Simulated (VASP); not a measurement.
# Mg6CrBi (Amm2) in VASP: reference runs, part 2 of 2

VASP 6.6.1. The steps go on from the part before.

## (3) Single point, PBE, collinear spin, ferromagnetic start (atoms moved at random, drawn with an rms of 0.05 Å)

Input file INCAR:

```
ALGO = Normal ; EDIFF = 1E-7
ENCUT = 520 ; GGA = PE
ISIF = 2 ; ISMEAR = -1
ISPIN = 2 ; LASPH = True
LCHARG = False ; LMAXMIX = 4
LORBIT = 11 ; LREAL = False
LWAVE = False ; MAGMOM = 0 3 0 0 0 0 0 0
NBANDS = 34 ; NELM = 100
PREC = Accurate ; SIGMA = 0.05
```

Input file KPOINTS:

```
k-points
0
Gamma
  5 5 5
```

Input file POSCAR:

```
Mg6CrBi
1.0
    5.2070840000      0.0000000000      0.0000000000
    0.0000000000      3.1696805000      5.5177210000
    0.0000000000     -3.1696805000      5.5177210000
Bi Cr Mg
1 1 6
Direct
    0.5046860000      0.6695730000      0.6655380000
    0.5012300000      0.1546170000      0.1714720000
    0.0050940000      0.8370880000      0.8416700000
   -0.0017170000      0.3276740000      0.3332510000
   -0.0033870000      0.3172290000      0.8336180000
    0.0001620000      0.8355120000      0.3248890000
    0.5024340000      0.1693010000      0.6683980000
    0.4942200000      0.6635510000      0.1676210000
```

Potentials or basis: VASP PAW PBE potentials, release 64 (Bi_d, Cr_pv, Mg).

Run with:

```
$ cat potpaw_PBE.64/Bi_d/POTCAR potpaw_PBE.64/Cr_pv/POTCAR potpaw_PBE.64/Mg/POTCAR > POTCAR
$ mpirun -np 1 vasp_std > vasp.out
```

OUTCAR:

```text
EDIFF = 1E-7
   ENCUT = 520
   GGA = PE
   ISIF = 2
   ISMEAR = -1
   ISPIN = 2
   LASPH = True
   LORBIT = 11
   LREAL = False
   NELM = 100
   PREC = Accurate

 ion  position               nearest neighbor table
   1  0.505  0.670  0.666-   2 3.10   7 3.17   8 3.18   6 3.19   8 3.19   7 3.19   5 3.21   3 3.22
                             3 3.22   6 3.23   2 3.24   5 3.28
   2  0.501  0.155  0.171-   1 3.10   6 3.14   8 3.14   6 3.14   7 3.16   5 3.18   4 3.18   4 3.21
                             7 3.21   5 3.22   8 3.23   1 3.24
   3  0.005  0.837  0.842-   5 3.03   6 3.07   8 3.11   4 3.17   7 3.17   4 3.17   7 3.19   8 3.21
                             1 3.22   1 3.22   6 3.29   5 3.33
[... 1895 lines left out ...]
      5.19814     -0.01768      3.64680         0.010595      0.042533     -0.211908
      5.18945     -1.63679      6.35005         0.081272     -0.252190      0.223068
      0.00084      1.61851      6.40277        -0.003064      0.241431      0.016099
      2.61622     -1.58198      4.62219        -0.039337     -0.000206     -0.108701
      2.57345      1.57194      4.58618         0.094301     -0.040077     -0.050726
 -----------------------------------------------------------------------------------
    total drift:                                0.000135      0.000642      0.000407

  FREE ENERGIE OF THE ION-ELECTRON SYSTEM (eV)
  ---------------------------------------------------
  free  energy   TOTEN  =       -21.6501229429 eV

  energy  without entropy=      -21.6215006124  energy(sigma->0) =      -21.63581178

 total charge

# of ion       s       p       d       tot
------------------------------------------
    1        1.497   1.488   9.916  12.901
    2        0.246   6.123   4.096  10.465
    3        0.210   0.123   0.015   0.348
    4        0.206   0.132   0.011   0.349
    5        0.206   0.124   0.014   0.345
    6        0.205   0.125   0.015   0.345
    7        0.201   0.127   0.015   0.343
    8        0.201   0.126   0.015   0.342
--------------------------------------------------
tot          2.974   8.368  14.096  25.438

 magnetization (x)

# of ion       s       p       d       tot
------------------------------------------
    1        0.011  -0.051   0.004  -0.036
    2        0.066   0.042   3.634   3.741
    3        0.007  -0.001  -0.001   0.006
    4       -0.010   0.000   0.001  -0.009
    5       -0.009   0.002   0.000  -0.006
    6       -0.009   0.002   0.001  -0.006
    7       -0.012  -0.006   0.000  -0.017
    8       -0.012  -0.005   0.000  -0.017
--------------------------------------------------
tot          0.032  -0.017   3.640   3.655
```

OSZICAR:

```text
N       E                     dE             d eps       ncg     rms          rms(c)
DAV:   1     0.274636620655E+03    0.27464E+03   -0.17466E+04  9584   0.102E+03
DAV:   2    -0.464869491976E+00   -0.27510E+03   -0.26186E+03  8786   0.266E+02
DAV:   3    -0.215742344342E+02   -0.21109E+02   -0.20511E+02 10840   0.818E+01
DAV:   4    -0.222543149347E+02   -0.68008E+00   -0.67734E+00 10364   0.150E+01
DAV:   5    -0.222775811690E+02   -0.23266E-01   -0.23263E-01 12096   0.267E+00    0.105E+01
DAV:   6    -0.327955680053E+02   -0.10518E+02   -0.66835E+01  9718   0.300E+01    0.417E+01
DAV:   7    -0.210363058979E+02    0.11759E+02   -0.39324E+01  9852   0.368E+01    0.864E+00
DAV:   8    -0.214247390152E+02   -0.38843E+00   -0.10653E+00  9364   0.438E+00    0.523E+00
DAV:   9    -0.216374921373E+02   -0.21275E+00   -0.72026E-01 10758   0.316E+00    0.935E-01
DAV:  10    -0.216461129430E+02   -0.86208E-02   -0.48936E-02  9224   0.121E+00    0.930E-01
DAV:  11    -0.216501578851E+02   -0.40449E-02   -0.94131E-03 10666   0.500E-01    0.338E-01
DAV:  12    -0.216500959643E+02    0.61921E-04   -0.19798E-03 11620   0.216E-01    0.124E-01
DAV:  13    -0.216500838391E+02    0.12125E-04   -0.57446E-04 10154   0.126E-01    0.728E-02
DAV:  14    -0.216501165960E+02   -0.32757E-04   -0.11652E-04 10718   0.451E-02    0.314E-02
DAV:  15    -0.216501221943E+02   -0.55983E-05   -0.14671E-05 11262   0.175E-02    0.100E-02
DAV:  16    -0.216501224866E+02   -0.29231E-06   -0.22972E-06 11582   0.630E-03    0.541E-03
DAV:  17    -0.216501228782E+02   -0.39160E-06   -0.66891E-07  9078   0.397E-03    0.181E-03
DAV:  18    -0.216501229429E+02   -0.64709E-07   -0.74534E-08  6372   0.140E-03
   1 F= -.21650123E+02 E0= -.21635812E+02  d E =-.286223E-01  mag=     4.0481
```

stdout:

```text
POSCAR found type information on POSCAR BiCrMg
 POSCAR found :  3 types and       8 ions
 scaLAPACK will be used
 LDA part: xc-table for (Slater+PW92), standard interpolation
 POSCAR, INCAR and KPOINTS ok, starting setup
 FFT: planning ... GRIDC
 FFT: planning ... GRID_SOFT
 FFT: planning ... GRID
 WAVECAR not read
 entering main loop
```

Wall time 11 min (1 thread of Intel Xeon 6975P-C (Granite Rapids), shared host); peak memory 0.77 GiB.

Results:

* Free energy: -21.6501 eV
* Pressure: -0.4 GPa
* Largest force: 0.346 eV/Å
* Band gap on the k mesh: none (metal or under the smearing width)
* Net moment: 4.05 μB per cell
* Site moments: Bi -0.04; Cr +3.74; Mg +0.01, -0.01, -0.02 μB
* Valence electrons inside the program's atomic spheres: Bi 12.90; Cr 10.46; Mg 0.35, 0.34

Forces in eV/Å, atoms in the order of the input:
```
Bi  -0.048 -0.093  0.055
Cr  -0.029  0.122  0.065
Mg  -0.067 -0.020  0.012
Mg   0.011  0.043 -0.212
Mg   0.081 -0.252  0.223
Mg  -0.003  0.241  0.016
Mg  -0.039  0.000 -0.109
Mg   0.094 -0.040 -0.051
```

Stress tensor (GPa, compression positive):
```
-1.26 -0.02  0.02
-0.02 -0.17  0.02
 0.02  0.02  0.11
```

Levels at points of the mesh, in eV from the Fermi level:
Spin up:
```
           k point  band 20  band 21  band 22  band 23  band 24  band 25
(0.00, 0.00, 0.00)    -1.12    -0.82    -0.42     0.76     1.72     2.12
```
Spin down:
| k point | band 15 | band 16 | band 17 | band 18 | band 19 | band 20 |
| --- | --- | --- | --- | --- | --- | --- |
| (0.00, 0.00, 0.00) | -2.09 | -1.96 | -1.18 | 0.75 | 1.09 | 1.11 |

Caveat: spin-orbit coupling is left out, which moves the levels of the heavy elements.
